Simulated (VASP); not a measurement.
A convergence study with VASP on NbN (space group no. 225 when undisturbed): a few settings are varied, all else stays as given below, so the limit is that of these other settings. One atom is moved off its site, so that forces are finite.

```xyz
2
Lattice="0.0000 2.1840 2.1840 2.1840 0.0000 2.1840 2.1840 2.1840 0.0000" Properties=species:S:1:pos:R:3 pbc="T T T"
Nb     0.0000     0.0000     0.0500
N      2.1840     2.1840     2.1840
```

All values below come from PBEsol GGA, VASP's PBE PAW potentials (set 64) (plane waves; VASP). The last row used: 400 eV cut-off, 17×17×17 Γ-centred mesh shifted by (0.5, 0.5, 0.5), Gaussian smearing of 0.10 eV, potentials Nb_sv N.

```tsv
setting	E (eV/atom)	pressure (GPa)	irreducible k-points
2×2×2 mesh	-11.1293	-3.43	3
3×3×3 mesh	-10.9137	0.11	10
4×4×4 mesh	-10.9502	-1.32	20
5×5×5 mesh	-10.9358	-0.83	39
6×6×6 mesh	-10.9555	-1.32	63
7×7×7 mesh	-10.9351	-0.91	100
8×8×8 mesh	-10.9482	-1.17	144
9×9×9 mesh	-10.9407	-1.05	205
10×10×10 mesh	-10.9460	-1.14	275
11×11×11 mesh	-10.9423	-1.04	366
12×12×12 mesh	-10.9452	-1.14	468
14×14×14 mesh	-10.9449	-1.10	735
15×15×15 mesh	-10.9435	-1.07	904
17×17×17 mesh	-10.9439	-1.09	1305
```

VASP warned of too few bands at 12×12×12 mesh; 14×14×14 mesh; 15×15×15 mesh; 17×17×17 mesh.

Left out are rungs that failed or repeat a setting and relaxations that didn't move; long series are thinned to 24 rows.

The structure is a typed NbN crystal (space group no. 225). The cell was not relaxed at this level, it is distorted from the ideal structure.
